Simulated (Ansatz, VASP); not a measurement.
## One calculation of Al3BP2, two programs

```
Al B P
1.0
     6.16340    0.00000    0.00000
    -3.08170    5.33766    0.00000
     0.00000    0.00000    3.33115
Al B P
3 1 2
Cartesian
  3.0817 0.0000 1.6656
  1.5409 2.6688 1.6656
  -1.5409 2.6688 1.6656
  0.0000 0.0000 0.0000
  0.0000 3.5584 0.0000
  3.0817 1.7792 0.0000
```

Change from the starting cell: species swapped into the EuB2Rh3 type (P6/mmm, No. 191).

Alike in both runs: functional PBE; k mesh 3 × 3 × 6; occupations gaussian, width 0.1 eV; no spin polarisation.

Ansatz relaxed the structure, and its values are those at the end. VASP's run is a single point on that final structure, the one shown.

|  | VASP | Ansatz |
| --- | --- | --- |
| version | VASP 6.6.1 | Ansatz 0.2.0 |
| potentials or method | VASP PAW PBE potentials, release 64 (Al, B, P) | scalar-relativistic, plane waves, PAW |
| plane-wave cutoff (eV) | 520 | 420 |
| valence electrons in the cell | 22 | 22 |

```tsv
	VASP	Ansatz	Ansatz less VASP
gap on the k mesh at the Fermi level (eV)	none	none	-
pressure (GPa)	0.3	0.3	+0.07
```

A gap of «none» marks a metal or a gap that the smearing closes.

Caveats: the k mesh is coarse (spacing up to 0.39 Å⁻¹), so the values aren't converged.
